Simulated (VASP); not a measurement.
# Na3HgS2 (P1) in VASP: single point with r2SCAN

Aim: the single point of Na3HgS2 with r2SCAN.

Everything below comes from runs of VASP 6.6.1. Logs are shortened: lines on timing, memory, paths and dates and some standing lists are left out, and cuts for length are marked.

### Step 1. Starting point

The typed cell holds 12 atoms: a = 6.989 Å, b = 6.487 Å, c = 7.958 Å, α = 65.67°, β = 115.90°, γ = 90.36°.

The cell was built by a generator and needn't be a form met in nature.

### Step 2. Single point, r2SCAN

Input file POSCAR:

```
Na3HgS2
1.0
   -0.0217577300      0.0212042000      6.9894069900
    6.4865142000      0.0070271000     -0.0201291000
    3.2610641500      6.3677369200     -3.4854257800
Hg Na S
2 6 4
Direct
    0.0053780000      0.0065060000      0.9959290000
    0.5051960000      0.0201100000      0.9935150000
    0.2707320000      0.5202100000      0.9865450000
    0.7829280000      0.5022620000      0.0044350000
    0.4592300000      0.7882510000      0.4343120000
    0.9828270000      0.2386520000      0.5089940000
    0.5561340000      0.2054660000      0.5393830000
    0.9550890000      0.7690380000      0.4815300000
    0.1100690000      0.1550610000      0.2432470000
    0.8497360000      0.8333600000      0.7462360000
    0.3641510000      0.3912570000      0.7352750000
    0.6572360000      0.5794720000      0.2569270000
```

Input file INCAR.step1:

```
PREC = Accurate ; ENCUT = 520
ISMEAR = -5 ; SIGMA = 0.1
LREAL = F ; LASPH = T
NELM = 100 ; GGA = PE
ALGO = Normal ; EDIFF = 1E-4
LWAVE = T ; LCHARG = F
```

Input file INCAR.step2:

```
PREC = Accurate ; ENCUT = 520
EDIFF = 1E-6 ; ISMEAR = -1
SIGMA = 0.1 ; LREAL = F
LASPH = T ; NELM = 100
ALGO = Normal ; ISIF = 2
LWAVE = F ; LCHARG = F
METAGGA = R2SCAN ; LMIXTAU = T
LORBIT = 11 ; ISTART = 1
```

Input file KPOINTS:

```
regular mesh
0
Gamma
  3 3 3
```

Potentials or basis: VASP PAW PBE potentials, release 64 (Hg, Na_pv, S).

Command:

```console
cat potpaw_PBE.64/Hg/POTCAR potpaw_PBE.64/Na_pv/POTCAR potpaw_PBE.64/S/POTCAR > POTCAR
cp INCAR.step1 INCAR
mpirun -np 1 vasp_std > vasp.out
cp INCAR.step2 INCAR
mpirun -np 1 vasp_std > vasp.out
```

OUTCAR:

```text
PREC = Accurate
   ENCUT = 520
   EDIFF = 1E-6
   ISMEAR = -1
   LREAL = F
   LASPH = T
   NELM = 100
   ISIF = 2
   METAGGA = R2SCAN
   LORBIT = 11
   ISTART = 1

 ion  position               nearest neighbor table
   1  0.005  0.007  0.996-   9 2.37  10 2.52   5 3.25   7 3.31   2 3.49   2 3.50
   2  0.505  0.020  0.994-  11 2.27  12 2.62   1 3.49   1 3.50
   3  0.271  0.520  0.987-  11 2.77  12 2.77
   4  0.783  0.502  0.004-  10 2.50   9 2.58  12 2.73
   5  0.459  0.788  0.434-   9 2.79   1 3.25
   6  0.983  0.239  0.509-  12 2.55
   7  0.556  0.205  0.539-  10 2.57   1 3.31
   8  0.955  0.769  0.482-  10 2.69  12 2.75
   9  0.110  0.155  0.243-   1 2.37   4 2.58   5 2.79
  10  0.850  0.833  0.746-   4 2.50   1 2.52   7 2.57   8 2.69
  11  0.364  0.391  0.735-   2 2.27   3 2.77
  12  0.657  0.579  0.257-   6 2.55   2 2.62   4 2.73   8 2.75   3 2.77

  LATTYP: Found a triclinic cell.
 ALAT       =     7.9580654521
 B/A-ratio  =     0.8782879535
 C/A-ratio  =     0.8150912150
 COS(alpha) =     0.0062128021
 COS(beta)  =     0.4120047687
 COS(gamma) =     0.4368180075

  Lattice vectors:

 A1 = (  -3.2610641500,  -6.3677369200,   3.4854257800)
 A2 = (  -0.0217577300,   0.0212042000,   6.9894069900)
 A3 = (  -6.4865142000,  -0.0070271000,   0.0201291000)

Analysis of symmetry for initial positions (statically):
=====================================================================
 Subroutine PRICEL returns:
 Original cell was already a primitive cell.

 Routine SETGRP: Setting up the symmetry group for a
 triclinic supercell.

 Subroutine GETGRP returns: Found  1 space group operations
 (whereof  1 operations were pure point group operations)
 out of a pool of  2 trial point group operations.

The static configuration has the point symmetry C_1 .

Analysis of symmetry for dynamics (positions and initial velocities):
=====================================================================
 Subroutine PRICEL returns:
 Original cell was already a primitive cell.

 Routine SETGRP: Setting up the symmetry group for a
 triclinic supercell.

 Subroutine GETGRP returns: Found  1 space group operations
 (whereof  1 operations were pure point group operations)
 out of a pool of  2 trial point group operations.

The dynamic configuration has the point symmetry C_1 .

 Subroutine INISYM returns: Found  1 space group operations
 (whereof  1 operations are pure point group operations),
 and found     1 'primitive' translations

----------------------------------------------------------------------------------------

                                     Primitive cell

  volume of cell :     289.0089

  direct lattice vectors                    reciprocal lattice vectors
    -0.021757730  0.021204200  6.989406990     0.000358758  0.077999736  0.142838139
     6.486514200  0.007027100 -0.020129100     0.154253392 -0.078603344  0.000718648
     3.261064150  6.367736920 -3.485425780    -0.000171421  0.156868672 -0.000476436

  length of vectors
     6.989473019  6.486549239  7.958065452     0.162747723  0.173127442  0.156869489

  position of ions in fractional coordinates (direct lattice)
     0.005378000  0.006506000  0.995929000
     0.505196000  0.020110000  0.993515000
     0.270732000  0.520210000  0.986545000
     0.782928000  0.502262000  0.004435000
     0.459230000  0.788251000  0.434312000
     0.982827000  0.238652000  0.508994000
     0.556134000  0.205466000  0.539383000
     0.955089000  0.769038000  0.481530000
     0.110069000  0.155061000  0.243247000
     0.849736000  0.833360000  0.746236000
     0.364151000  0.391257000  0.735275000
     0.657236000  0.579472000  0.256927000

  ion indices of the primitive-cell ions
   primitive index   ion index
                 1           1
                 2           2
                 3           3
                 4           4
                 5           5
                 6           6
                 7           7
                 8           8
                 9           9
[... 32 lines left out ...]
  0.000000  0.000000  0.000000      1.000000
  0.333333  0.000000 -0.000000      2.000000
  0.000000  0.333333 -0.000000      2.000000
  0.333333  0.333333 -0.000000      2.000000
 -0.333333  0.333333  0.000000      2.000000
  0.000000 -0.000000  0.333333      2.000000
  0.333333  0.000000  0.333333      2.000000
 -0.333333 -0.000000  0.333333      2.000000
  0.000000  0.333333  0.333333      2.000000
  0.333333  0.333333  0.333333      2.000000
 -0.333333  0.333333  0.333333      2.000000
  0.000000 -0.333333  0.333333      2.000000
  0.333333 -0.333333  0.333333      2.000000
 -0.333333 -0.333333  0.333333      2.000000
   k-points           NKPTS =     14   k-points in BZ     NKDIM =     14   number of bands    NBANDS=     54
   number of dos      NEDOS =    301   number of ions     NIONS =     12
   total plane-waves  NPLWV = 155520
   dimension x,y,z NGX =    54 NGY =   48 NGZ =   60
   dimension x,y,z NGXF=   108 NGYF=   96 NGZF=  120
   ions per type =               2   6   4
   NGX,Y,Z   is equivalent  to a cutoff of  12.84, 12.30, 12.53 a.u.
   NGXF,Y,Z  is equivalent  to a cutoff of  25.69, 24.60, 25.07 a.u.
 SYSTEM =  unknown system
   PREC   = accura    normal or accurate (medium, high low for compatibility)
   ISTART =      1    job   : 0-new  1-cont  2-samecut
   ICHARG =      0    charge: 1-file 2-atom 10-const
   ISPIN  =      1    spin polarized calculation?
   LNONCOLLINEAR =      F non collinear calculations
   LSORBIT =      F    spin-orbit coupling
   LASPH  =      T    aspherical Exc in radial PAW
   ENCUT  =  520.0 eV  38.22 Ry    6.18 a.u.  13.00 12.06 14.80*2*pi/ulx,y,z
   NELM   =    100;   NELMIN=  2; NELMDL=  0     # of ELM steps
   EDIFF  = 0.1E-05   stopping-criterion for ELM
   LREAL  =      F    real-space projection
   EDIFFG = 0.1E-04   stopping-criterion for IOM
   NSW    =      0    number of steps for IOM
   IBRION =     -1    ionic relax: 0-MD 1-quasi-New 2-CG
   NFREE  =      0    steps in history (QN), initial steepest desc. (CG)
   ISIF   =      2    stress and relaxation
   ISYM   =      2    0-nonsym 1-usesym 2-fastsym
   POTIM  = 0.5000    time-step for ionic-motion
   TEBEG  =    0.0;   TEEND  =   0.0 temperature during run
   PSTRESS=    0.0 pullay stress
   NELECT =      90.0000    total number of electrons
   NUPDOWN=      -1.0000    fix difference up-down
   EMIN   =  10.00;   EMAX   =-10.00  energy-range for DOS
   EFERMI =   0.00;   METHOD = LEGACY
   ISMEAR =    -1;   SIGMA  =   0.10  broadening in eV -4-tet -1-fermi 0-gaus
   EFERMI_NEDOS =   21; number of points for ismear=-14 and -15
   IALGO  =     38    algorithm
   IMIX   =      4    mixing-type and parameters
     AMIX     =   0.40;   BMIX     =  1.00
     AMIX_MAG =   1.60;   BMIX_MAG =  1.00
  volume/ion in A,a.u.               =      24.08       162.53
  Fermi-wavevector in a.u.,A,eV,Ry     =   1.109648  2.096931 16.753108  1.231319
  Thomas-Fermi vector in A             =   2.246190
   LORBIT       =     11    0 simple, 1 ext, 2 COOP (PROOUT), +10 PAW based schemes
   METAGGA = R2SCAN    functional components
   LHFCALC =     F    Hartree Fock is set to
   AEXX    =    0.0000 exact exchange contribution
   IVDW    =     0    specifies the selected vdW correction
   LEPSILON=     F    determine dielectric tensor
   LRPA    =     F    only Hartree local field effects (RPA)
 non-spin polarized calculation
  energy-cutoff  :      520.00
  volume of cell :      289.01
 maximum number of plane-waves:      7796
 NGX is ok and might be reduce to    54

 number of electron      90.0000003 magnetization

 Free energy of the ion-electron system (eV)
  ---------------------------------------------------
  ext. energy  EPLUGINS =         0.00000000
  ---------------------------------------------------
  free energy    TOTEN  =      -161.16170285 eV

  energy without entropy =     -160.98522803  energy(sigma->0) =     -161.07346544

 E-fermi :   3.0255     XC(G=0):  -8.7633

 val. band max:        3.0036884982   @ k =   0.0000  -0.0000   0.3333
 cond. band min:       3.0684268658   @ k =   0.3333   0.0000   0.3333
 fundamental gap:      0.0647383677
 Fermi energy:         3.0255482288

 k-point     1 :       0.0000    0.0000    0.0000
  band No.  band energies     occupation
      1     -23.2203      2.00000
      2     -23.1915      2.00000
      3     -23.1822      2.00000
      4     -23.1606      2.00000
      5     -23.1476      2.00000
      6     -23.1366      2.00000
[... 787 lines left out ...]
     53       6.9145      0.00000
     54       6.9643      0.00000

------------------------ aborting loop because EDIFF is reached ----------------------------------------

  FORCE on cell =-STRESS in cart. coord.  units (eV):
  Direction    XX          YY          ZZ          XY          YZ          ZX
  --------------------------------------------------------------------------------------
  -------------------------------------------------------------------------------------
  Total        9.5515134      8.7915803      0.9929552     -1.6886390      0.7364474     -1.4164539
  in kB       52.9506730     48.7378361      5.5046405     -9.3612986      4.0826396     -7.8523877
  external PRESSURE =      35.7310499 kB  Pullay stress =       0.0000000 kB

 VOLUME and BASIS-vectors are now :
 -----------------------------------------------------------------------------
  energy-cutoff  :      520.00
  volume of cell :      289.01
      direct lattice vectors                 reciprocal lattice vectors
    -0.021757730  0.021204200  6.989406990     0.000358758  0.077999736  0.142838139
     6.486514200  0.007027100 -0.020129100     0.154253392 -0.078603344  0.000718648
     3.261064150  6.367736920 -3.485425780    -0.000171421  0.156868672 -0.000476436

 POSITION                                       TOTAL-FORCE (eV/Angst)
 -----------------------------------------------------------------------------------
      3.28987      6.34197     -3.43378        -0.560817     -0.480750      0.573541
      3.35937      6.33730      0.06779        -1.386632      1.813190     -0.329304
      6.58565      6.29146     -1.55674        -0.031339      0.176549     -0.206479
      3.25536      0.04837      5.44663        -0.258837      0.013374     -0.745714
      6.51933      2.78086      1.68012        -0.320097      0.098560     -0.026758
      3.18650      3.26366      5.09051        -0.169488      0.503044      0.617620
      3.07962      3.44789      2.00293         0.565922     -0.361995     -0.695667
      6.53790      3.09191      4.98169        -0.223356     -0.257787      0.367958
      1.79665      1.55236     -0.08162         1.027756      1.738907      0.140295
      7.82064      4.77571      3.32143        -0.477131     -1.042945      0.583882
      4.92775      4.69251     -0.02542         1.865019     -2.316736      0.230652
      4.58231      1.65405      3.68653        -0.030999      0.116588     -0.510026
 -----------------------------------------------------------------------------------
    total drift:                                0.031723     -0.010937     -0.083400

  FREE ENERGIE OF THE ION-ELECTRON SYSTEM (eV)
  ---------------------------------------------------
  free  energy   TOTEN  =      -161.1617028503 eV

  energy  without entropy=     -160.9852280268  energy(sigma->0) =     -161.07346544

 total charge

# of ion       s       p       d       tot
------------------------------------------
    1        0.883   0.320   9.342  10.545
    2        0.878   0.342   9.343  10.562
    3        0.050   5.983   0.000   6.033
    4        0.067   6.001   0.000   6.069
    5        0.055   5.982   0.000   6.036
    6        0.066   5.991   0.000   6.056
    7        0.058   5.987   0.000   6.046
    8        0.057   5.986   0.000   6.043
    9        1.328   2.422   0.000   3.749
   10        1.329   2.442   0.000   3.771
   11        1.327   2.414   0.000   3.742
   12        1.327   2.421   0.000   3.749
--------------------------------------------------
tot          7.424  46.293  18.685  72.402
```

It took 11 min on 1 thread of AMD EPYC 9R45 (Zen 5), shared host; peak memory 0.49 GiB.

What came out:

```
Free energy                                           : -161.1617 eV
Pressure                                              : 3.6 GPa
Largest force                                         : 2.983 eV/Å
Band gap on the k mesh                                : none (metal or under the smearing width)
Valence electrons inside the program's atomic spheres : Hg 10.54, 10.56; Na 6.03, 6.07, 6.04, 6.06, 6.05; S 3.75, 3.77, 3.74
```

Forces on the atoms (eV/Å):
```
Hg  -0.561 -0.481  0.574
Hg  -1.387  1.813 -0.329
Na  -0.031  0.177 -0.206
Na  -0.259  0.013 -0.746
Na  -0.320  0.099 -0.027
Na  -0.169  0.503  0.618
Na   0.566 -0.362 -0.696
Na  -0.223 -0.258  0.368
S    1.028  1.739  0.140
S   -0.477 -1.043  0.584
S    1.865 -2.317  0.231
S   -0.031  0.117 -0.510
```

Stress tensor (GPa, compression positive):
```
 5.30 -0.94 -0.79
-0.94  4.87  0.41
-0.79  0.41  0.55
```

Caveat: the k mesh is coarse (spacing up to 0.36 Å⁻¹), so the values aren't converged; the PAW data sets were made with another functional, which shifts forces and pressure a little.
